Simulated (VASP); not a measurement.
Output of a VASP run:

### OUTCAR
```
 ion  position               nearest neighbor table
   1  0.000  0.000  0.000-   2 3.05   2 3.05   2 3.05   2 3.05   2 3.05   2 3.05
   2  0.500  0.500  0.500-   1 3.05   1 3.05   1 3.05   1 3.05   1 3.05   1 3.05
  LATTYP: Found a face centered cubic cell.
 ALAT       =     6.0998372504
 Subroutine PRICEL returns:
 Original cell was already a primitive cell.
 Subroutine GETGRP returns: Found 48 space group operations
The static configuration has the point symmetry O_h .
The dynamic configuration has the point symmetry O_h .
 Subroutine INISYM returns: Found 48 space group operations
 Subroutine IBZKPT returns following result:
 Found    165 irreducible k-points:

 Following reciprocal coordinates:
            Coordinates               Weight
  0.000000  0.000000  0.000000      1.000000
  0.058824  0.000000  0.000000      8.000000
  0.117647  0.000000  0.000000      8.000000
  0.176471  0.000000  0.000000      8.000000
  0.235294  0.000000  0.000000      8.000000
  0.294118  0.000000  0.000000      8.000000
  0.352941  0.000000  0.000000      8.000000
  0.411765  0.000000  0.000000      8.000000
  0.470588  0.000000  0.000000      8.000000
  0.058824  0.058824  0.000000      6.000000
  0.117647  0.058824  0.000000     24.000000
  0.176471  0.058824  0.000000     24.000000
  0.235294  0.058824  0.000000     24.000000
  0.294118  0.058824  0.000000     24.000000
  0.352941  0.058824  0.000000     24.000000
  0.411765  0.058824  0.000000     24.000000
  0.470588  0.058824  0.000000     24.000000
 -0.470588  0.058824  0.000000     24.000000
 -0.411765  0.058824  0.000000     24.000000
 -0.352941  0.058824  0.000000     24.000000
 -0.294118  0.058824  0.000000     24.000000
 -0.235294  0.058824  0.000000     24.000000
 -0.176471  0.058824  0.000000     24.000000
 -0.117647  0.058824  0.000000     24.000000
 -0.058824  0.058824  0.000000     12.000000
  0.117647  0.117647  0.000000      6.000000
  0.176471  0.117647  0.000000     24.000000
  0.235294  0.117647  0.000000     24.000000
  0.294118  0.117647  0.000000     24.000000
  0.352941  0.117647  0.000000     24.000000
  0.411765  0.117647  0.000000     24.000000
  0.470588  0.117647  0.000000     24.000000
 -0.470588  0.117647  0.000000     24.000000
 -0.411765  0.117647  0.000000     24.000000
 -0.352941  0.117647  0.000000     24.000000
 -0.294118  0.117647  0.000000     24.000000
 -0.235294  0.117647  0.000000     24.000000
 -0.176471  0.117647  0.000000     24.000000
 -0.117647  0.117647  0.000000     12.000000
  0.176471  0.176471  0.000000      6.000000
   k-points           NKPTS =    165   k-points in BZ     NKDIM =    165   number of bands    NBANDS=     42
   number of dos      NEDOS =   1001   number of ions     NIONS =      2
   total plane-waves  NPLWV =  21952
   dimension x,y,z NGX =    28 NGY =   28 NGZ =   28
   dimension x,y,z NGXF=    56 NGYF=   56 NGZF=   56
   ions per type =               1   1
   PREC   = accura    normal or accurate (medium, high low for compatibility)
   ISTART =      0    job   : 0-new  1-cont  2-samecut
   ICHARG =      2    charge: 1-file 2-atom 10-const
   ISPIN  =      1    spin polarized calculation?
   LNONCOLLINEAR =      F non collinear calculations
   LSORBIT =      F    spin-orbit coupling
   INIWAV =      1    electr: 0-lowe 1-rand  2-diag
   ENCUT  =  400.0 eV  29.40 Ry    5.42 a.u.   7.03  7.03  7.03*2*pi/ulx,y,z
   NELM   =    100;   NELMIN=  2; NELMDL= -5     # of ELM steps
   EDIFF  = 0.1E-06   stopping-criterion for ELM
   LREAL  =      F    real-space projection
   NLSPLINE    = F    spline interpolate recip. space projectors
   LMAXMIX     =    4 max onsite mixed and CHGCAR
   VOSKOWN=      0    Vosko Wilk Nusair interpolation
   EDIFFG = 0.1E-05   stopping-criterion for IOM
   NSW    =      0    number of steps for IOM
   NBLOCK =      1;   KBLOCK =      1    inner block; outer block
   IBRION =     -1    ionic relax: 0-MD 1-quasi-New 2-CG
...
```

**OSZICAR**
```
       N       E                     dE             d eps       ncg     rms          rms(c)
DAV:   1     0.170861915463E+03    0.17086E+03   -0.61438E+03 14802   0.401E+02
DAV:   2     0.878972253427E+01   -0.16207E+03   -0.14587E+03 14758   0.159E+02
DAV:   3    -0.873510812981E+01   -0.17525E+02   -0.17219E+02 16704   0.493E+01
DAV:   4    -0.916897906290E+01   -0.43387E+00   -0.43337E+00 16872   0.761E+00
DAV:   5    -0.917626257239E+01   -0.72835E-02   -0.72823E-02 17720   0.102E+00    0.269E+00
DAV:   6    -0.892516850758E+01    0.25109E+00   -0.37392E-01 22578   0.234E+00    0.159E+00
DAV:   7    -0.891542831641E+01    0.97402E-02   -0.44899E-02 19934   0.561E-01    0.766E-01
DAV:   8    -0.891580136258E+01   -0.37305E-03   -0.43711E-03 16944   0.317E-01    0.715E-02
DAV:   9    -0.891587777599E+01   -0.76413E-04   -0.29459E-04 20596   0.719E-02    0.622E-02
DAV:  10    -0.891587530146E+01    0.24745E-05   -0.39459E-05 16596   0.171E-02    0.995E-03
DAV:  11    -0.891587705723E+01   -0.17558E-05   -0.83313E-06 19356   0.146E-02    0.400E-03
DAV:  12    -0.891587696740E+01    0.89826E-07   -0.86012E-07 16120   0.245E-03
   1 F= -.89158770E+01 E0= -.89158770E+01  d E =-.516202E-42
 imaginary and real dielectric function
```

OUTCAR:
```
------------------------ aborting loop because EDIFF is reached ----------------------------------------
  FORCE on cell =-STRESS in cart. coord.  units (eV):
  Direction    XX          YY          ZZ          XY          YZ          ZX
  --------------------------------------------------------------------------------------
  Total        0.0235694      0.0235694      0.0235694      0.0000000      0.0000000     -0.0000000
  in kB        0.6655259      0.6655259      0.6655259      0.0000000      0.0000000     -0.0000000
  external PRESSURE =       0.6655259 kB  Pullay stress =       0.0000000 kB
  volume of cell :       56.74
      direct lattice vectors                 reciprocal lattice vectors
     0.000000000  3.049918625  3.049918625    -0.163938800  0.163938800  0.163938800
     3.049918625  0.000000000  3.049918625     0.163938800 -0.163938800  0.163938800
     3.049918625  3.049918625  0.000000000     0.163938800  0.163938800 -0.163938800
  FREE ENERGIE OF THE ION-ELECTRON SYSTEM (eV)
  ---------------------------------------------------
  free  energy   TOTEN  =        -8.9158769674 eV

  energy  without entropy=       -8.9158769674  energy(sigma->0) =       -8.91587697

 plasma frequency squared (from intraband transitions) (eV^2)
  --------------------------------------------------------------------------------------
       0.000      -0.000       0.000
      -0.000       0.000      -0.000
       0.000      -0.000       0.000

 plasma frequency squared (from interband transitions, int dw w eps(2)(w)) (eV^2)
  --------------------------------------------------------------------------------------
     414.016       0.000      -0.000       0.000      -0.000      -0.000
      -0.000      -0.000     414.016       0.000       0.000       0.000
      -0.000       0.000       0.000      -0.000     414.016       0.000
```
(Selected blocks of OUTCAR.)

POSCAR:
```
PbSe
1
    0.0000000000     3.0499186252     3.0499186252
    3.0499186252     0.0000000000     3.0499186252
    3.0499186252     3.0499186252     0.0000000000
Pb Se
1 1
Direct
  0.0000000000   0.0000000000   0.0000000000
  0.5000000000   0.5000000000   0.5000000000
```

Q: Write an INCAR and KPOINTS that could have produced this output.

A: Several could match; the one computed here: the input of the run itself, PBEsol GGA, plane waves, VASP's PBE PAW potentials (set 64).

**INCAR**
```
SYSTEM = PbSe
PREC = Accurate; ENCUT = 400; LREAL = .False.
LASPH = .True.; NBANDS = 42
EDIFF = 1E-7; NELM = 100; ALGO = Normal
LMAXMIX = 4
ISMEAR = 0; SIGMA = 0.01
GGA = PS
LWAVE = .False.; LCHARG = .False.; NEDOS = 1001
LOPTICS = .True.; CSHIFT = 0.1
```

File KPOINTS:
```
Automatic mesh
0
Gamma
17 17 17
0 0 0
```

POTCAR, in this order: Pb_d Se (PBE.64 set). Program: vasp_std.

The dielectric response may not be converged in the k-mesh; for small gaps it tends to come out too large.

The structure comes from a measured PbSe entry (Fm-3m) of the Crystallography Open Database, whose conditions weren't checked. It was relaxed first.
